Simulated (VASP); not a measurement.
Here is the system:

```xyz
3
Lattice="1.6612 0.9591 6.2128 -1.6612 0.9591 6.2128 0.0000 -1.9181 6.2128" Properties=species:S:1:pos:R:3 pbc="T T T"
Ta     0.0000     0.0000     0.0000
S      0.0000     0.0000     4.6750
S      0.0000     0.0000    13.9635
```

Calculation: PBEsol GGA with spin-orbit coupling, VASP's PBE PAW potentials (set 64) (plane waves; VASP). Run with 400 eV cut-off, 10×10×10 Γ-centred mesh, Gaussian smearing of 0.050 eV, potentials Ta_pv S.

### Question
The job: TaS2 (relaxed from the CdCl2 structure, space group R-3m), 3 atoms, PBEsol+SOC, static run, 400 eV, 10×10×10 Γ-centred mesh. Roughly how much core time does it take on a busy server core?

### Answer
About 20 core-minutes (one run on a shared machine, a rough figure). It had 116 irreducible k-points, 30 bands, up to 2214 plane waves and 14 electronic steps.

The structure was generated: TaS2 was put into the CdCl2 type (R-3m), which need not be its known phase. It was relaxed first, which changed the volume by -11 %.
